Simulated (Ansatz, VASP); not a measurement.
# CaMoO4 in two plane-wave programs, part 3 of 3

One calculation is typed for both programs; each brings its own data sets and cutoff. How far apart do they land? The cell is taken from a series of VASP runs on this material, whose earlier steps may have relaxed, scaled or displaced it; both programs get it as it stands.

VASP 6.6.1 and Ansatz 0.2.0.

So far. Step 6 (Ansatz: single point, PBEsol): The run ends at a pressure of -1.73 GPa, with forces up to 0.079 eV/Å.

## (7) VASP: single point, PBEsol

Level of this step: PBEsol, no spin polarisation; plane waves and PAW (Ca_sv, Mo_sv, O) (VASP).

The same cell, functional, mesh and smearing now go to VASP, with its own data sets and cutoff.

INCAR

```
SYSTEM = CaMoO4
PREC = Accurate
ENCUT = 520
EDIFF = 1E-08
NELM = 100
ISMEAR = 0
SIGMA = 0.02
LREAL = .FALSE.
ALGO = Normal
GGA = PS
NBANDS = 60
LORBIT = 11
LWAVE = .FALSE.
LCHARG = .FALSE.
KPAR = 8
```

POSCAR

```
CaMoO4
1.0
   -2.6118000000      2.6118000000      5.7142500000
    2.6118000000     -2.6118000000      5.7142500000
    2.6118000000      2.6118000000     -5.7142500000
Ca Mo O
2 2 8
Direct
    0.7500000000      0.2500000000      0.5000000000
    0.0000000000      0.0000000000      0.0000000000
    0.2500000000      0.7500000000      0.5000000000
    0.5000000000      0.5000000000      0.0000000000
    0.5780598441      0.9852755757      0.8934705938
    0.7352755757      0.3418049819      0.9072157316
    0.0918049819      0.6845892503      0.1065294062
    0.4345892503      0.8280598441      0.0927842684
    0.1719401559      0.2647244243      0.6065294062
    0.0147244243      0.9081950181      0.5927842684
    0.6581950181      0.5654107497      0.3934705938
    0.3154107497      0.4219401559      0.4072157316
```

KPOINTS

```
Automatic mesh
0
Gamma
6 6 6
0 0 0
```

KPOINTS_OPT

```
points round the band edges
26
Reciprocal
  0.0000000000   0.0000000000   0.0000000000 1
  0.0000000000   0.0000000000   0.0000000000 1
  0.0033254470  -0.0033254470  -0.0033254470 1
 -0.0033254470   0.0033254470   0.0033254470 1
 -0.0033254470   0.0033254470  -0.0033254470 1
  0.0033254470  -0.0033254470   0.0033254470 1
 -0.0072756091  -0.0072756091   0.0072756091 1
  0.0072756091   0.0072756091  -0.0072756091 1
  0.0124704264  -0.0124704264  -0.0124704264 1
 -0.0124704264   0.0124704264   0.0124704264 1
 -0.0124704264   0.0124704264  -0.0124704264 1
  0.0124704264  -0.0124704264   0.0124704264 1
 -0.0272835340  -0.0272835340   0.0272835340 1
  0.0272835340   0.0272835340  -0.0272835340 1
  0.0033254470  -0.0033254470  -0.0033254470 1
 -0.0033254470   0.0033254470   0.0033254470 1
 -0.0033254470   0.0033254470  -0.0033254470 1
  0.0033254470  -0.0033254470   0.0033254470 1
 -0.0072756091  -0.0072756091   0.0072756091 1
  0.0072756091   0.0072756091  -0.0072756091 1
  0.0124704264  -0.0124704264  -0.0124704264 1
 -0.0124704264   0.0124704264   0.0124704264 1
 -0.0124704264   0.0124704264  -0.0124704264 1
  0.0124704264  -0.0124704264   0.0124704264 1
 -0.0272835340  -0.0272835340   0.0272835340 1
  0.0272835340   0.0272835340  -0.0272835340 1
```

PAW data sets: Ca_sv, Mo_sv and O (PBE family, release 64).

Started as:

```sh
$ mpirun -np 8 vasp_std
```

Numbers of over 12 decimals in the logs are rounded to 6 here.

Log:

```text
[banner, memory and clock lines left out]
running    8 mpi-ranks, on    1 nodes
[...]
[... a notice as in an earlier step ...]

 [... a notice as in an earlier step ...]

 LDA part: xc-table for (Slater+PW92), standard interpolation
 POSCAR, INCAR and KPOINTS ok, starting setup
[...]
entering main loop
       N       E                     dE             d eps       ncg     rms          rms(c)
DAV:   1     0.103672702814E+04    0.10367E+04   -0.54339E+04  4320   0.162E+03
DAV:   2    -0.428318714822E+02   -0.10796E+04   -0.10450E+04  5264   0.465E+02
DAV:   3    -0.119749486268E+03   -0.76918E+02   -0.76444E+02  5648   0.130E+02
DAV:   4    -0.122106769211E+03   -0.23573E+01   -0.23515E+01  6624   0.202E+01
[...]
DAV:  17    -0.100459853212E+03    0.34963E-07   -0.21052E-07  4528   0.194E-03    0.630E-04
DAV:  18    -0.100459853176E+03    0.35710E-07   -0.15577E-08  3024   0.725E-04    0.406E-04
DAV:  19    -0.100459853173E+03    0.29522E-08   -0.34379E-09  2592   0.278E-04
   1 F= -.10045985E+03 E0= -.10045985E+03  d E =-.327765E-16
 Start KPOINTS_OPT (optional k-point list driver)
k-point batch [1-26\26]
       N       E                     dE             ncg
DAV:   1     0.137263684660E+04   -0.79082E+04     3120
DAV:   2    -0.253319984937E+05   -0.26705E+05     3508
DAV:   3    -0.274993804973E+05   -0.21674E+04     4424
DAV:   4    -0.275658072456E+05   -0.66427E+02     5024
[...]
DAV:   9    -0.275676047837E+05   -0.12301E-05     3980
DAV:  10    -0.275676047837E+05   -0.41749E-07     2824
DAV:  11    -0.275676047837E+05   -0.90949E-09     2424
```

OUTCAR, selected parts (step 7):

```text
  Total       -0.9958502     -0.9958502     -1.5158586     -0.0000000      0.0000000     -0.0000000
  in kB      -10.2330608    -10.2330608    -15.5765123     -0.0000001      0.0000000     -0.0000000
  external PRESSURE =     -12.0142113 kB  Pullay stress =       0.0000000 kB

 POSITION                                       TOTAL-FORCE (eV/Angst)
 -----------------------------------------------------------------------------------
      0.00000      2.61180      2.85712        -0.000000      0.000000     -0.000000
      0.00000      0.00000      0.00000        -0.000000      0.000000     -0.000000
      2.61180      0.00000      2.85712        -0.000000      0.000000     -0.000000
      0.00000      0.00000      5.71425         0.000000      0.000000     -0.000000
      3.39713      1.27000      3.82778         0.000461     -0.000675     -0.001842
      1.34180      3.39713      0.97065         0.000675      0.000461     -0.001842
      1.82647     -1.27000      3.82778        -0.000461      0.000675     -0.001842
      1.27000     -0.78533      6.68490        -0.000675     -0.000461     -0.001842
      1.82647      1.34180     -0.97065        -0.000461      0.000675      0.001842
      3.88180     -0.78533      1.88647        -0.000675     -0.000461      0.001842
      0.78533      1.27000      4.74360         0.000461     -0.000675      0.001842
      1.34180      0.78533      1.88647         0.000675      0.000461      0.001842
 -----------------------------------------------------------------------------------
    total drift:                                0.000000     -0.000000      0.000000

  FREE ENERGIE OF THE ION-ELECTRON SYSTEM (eV)
  ---------------------------------------------------
  free  energy   TOTEN  =      -100.4598531730 eV

  energy  without entropy=     -100.4598531730  energy(sigma->0) =     -100.45985317

[... 1 part as in an earlier step ...]

[... 2 further parts left out ...]
[key lines of the parts left out:]
E-fermi :   2.4878
```

The run ends at a pressure of -1.20 GPa, with forces up to 0.0020 eV/Å.

## (8) Differences

Both answers:

```csv
quantity,Ansatz,VASP,difference
pressure (GPa),-1.73,-1.20,-0.52
pressure without Ansatz's Pulay correction (GPa),-2.37,-1.20,-1.17
gap on the k mesh (eV),3.373,3.364,+0.009
```

At this near-relaxed geometry the largest component of a force difference is 50 meV/Å. A gap on the mesh is an upper bound, since the band edges may lie between its points. Ansatz's pressure holds a Pulay correction of 0.65 GPa; VASP's holds none.

## (9) What the set-up changes

Further runs change the set-up of one program: Ansatz's method, potentials or start, or VASP's data sets, cutoff or form of LDA. The table gives Ansatz less VASP for each quantity, since a change that brings one quantity closer may part another.

```csv
run,r.m.s. force difference (meV/Å),pressure (GPa),gap on the k mesh (eV),pressure without Ansatz's Pulay correction (GPa)
as above,37,-0.52,0.0086,-1.2
cores kept as stored,32,-0.47,0.0095,-1.1
Ansatz's larger PAW set (cutoff 900 eV),35,-0.52,0.0073,-0.57
norm-conserving potentials (cutoff 1143 eV),41,-0.73,0.0044,
```

## (10) Results

```
r.m.s. force difference (band structure, PBEsol) : 37 meV/Å
difference in pressure (band structure, PBEsol)  : -0.53 GPa
r.m.s. force difference (single point, PBEsol)   : 37 meV/Å
difference in pressure (single point, PBEsol)    : -0.52 GPa
```

In words: The r.m.s. force difference is 37 meV/Å (single point, PBEsol), beyond the 12 meV/Å picked in this series as the mark of a large difference. Band structure, PBEsol, Ansatz's larger PAW set (cutoff 900 eV): the difference in pressure without Ansatz's Pulay correction goes from -1.2 to -0.58 GPa. Band structure, PBEsol, norm-conserving potentials (cutoff 1143 eV): the difference in pressure goes from -0.53 to -0.73 GPa; the difference in gap over the path points goes from 0.0086 to 0.0044 eV. Single point, PBEsol, Ansatz's larger PAW set (cutoff 900 eV): the difference in pressure without Ansatz's Pulay correction goes from -1.2 to -0.57 GPa. Single point, PBEsol, norm-conserving potentials (cutoff 1143 eV): the difference in pressure goes from -0.52 to -0.73 GPa; the difference in gap on the k mesh goes from 0.0086 to 0.0044 eV. 2 further runs of this series are not shown here. Such differences can come from data sets, numerical settings and the points named under the comparisons, not from the functional's error against experiment.

[Lines on the potential files, build, host, timing and source positions are cut from VASP's logs without a mark.]

[Logs are printed without paths, hosts, clocks, repeated set-up lines and the standing remarks that a program may print on its own settings, such as how far it seeks lower states.]

[Hosts, paths, dates, database ids (printed as entryN), source tags and the programs' standing remarks are cut or masked in the printed files.]
